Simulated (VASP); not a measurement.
An input for Quantum ESPRESSO's pw.x (written as the equivalent of a VASP run, and not itself run):

```
&CONTROL
  calculation = 'vc-relax'
  pseudo_dir = './pseudo'
  outdir = './out'
  tprnfor = .true.
  tstress = .true.
  nstep = 60
  forc_conv_thr = 0.00078
/
&SYSTEM
  ibrav = 0
  nat = 3
  ntyp = 2
  ecutwfc = 86
  occupations = 'smearing'
  smearing = 'gaussian'
  degauss = 0.003675
  input_dft = 'pbe'
  vdw_corr = 'grimme-d3'
  dftd3_version = 3
  dftd3_threebody = .false.
/
&ELECTRONS
  conv_thr = 7.3e-08
  electron_maxstep = 100
/
&IONS
/
&CELL
/
ATOMIC_SPECIES
  Li 6.940 Li.upf
  Se 78.971 Se.upf
CELL_PARAMETERS angstrom
     0.0000000    2.9422902    2.9422902
     2.9422902    0.0000000    2.9422902
     2.9422902    2.9422902    0.0000000
ATOMIC_POSITIONS crystal
  Li   0.2500000  0.2500000  0.2500000
  Li   0.7500000  0.7500000  0.7500000
  Se   0.0000000  0.0000000  0.0000000
K_POINTS automatic
  6 6 6 0 0 0
```

Task: Write the VASP files for the same calculation (PBE-D3 (zero damping)).

Result: Several could match; the one computed here: 
### INCAR
```
! general
SYSTEM  = Li2Se
PREC    = Accurate
ENCUT   = 520
LREAL   = F
LASPH   = T

! electronic loop
EDIFF   = 1E-6
NELM    = 100
ALGO    = Normal
LMAXMIX = 4

! smearing
ISMEAR  = 0
SIGMA   = 0.05

! functional
GGA     = PE
IVDW    = 11

! ions
IBRION  = 2
NSW     = 60
ISIF    = 3
EDIFFG  = -0.02

! output
LWAVE   = F
LCHARG  = F
```

File KPOINTS:
```
Automatic mesh
0
Gamma
6 6 6
0 0 0
```

File POSCAR:
```
Li2Se
1
    0.0000000000     2.9422902346     2.9422902346
    2.9422902346     0.0000000000     2.9422902346
    2.9422902346     2.9422902346     0.0000000000
Li Se
2 1
Direct
  0.2500000000   0.2500000000   0.2500000000
  0.7500000000   0.7500000000   0.7500000000
  0.0000000000   0.0000000000   0.0000000000
```

POTCAR, in this order: Li_sv Se (PBE.64 set). Program: vasp_std.

The two are equivalent in intent, not identical: the potentials are each code's own (VASP's PAW set, PseudoDojo norm-conserving files in pw.x), so ENCUT and ecutwfc are chosen apart and not converted; conv_thr bounds pw.x's estimated SCF error, while EDIFF bounds the energy change between steps; forc_conv_thr acts on force components and is met together with etot_conv_thr.

The compound is Li2Se in the antifluorite structure. It was relaxed first, which changed the volume by -6 %. The start is the result of an earlier pass.
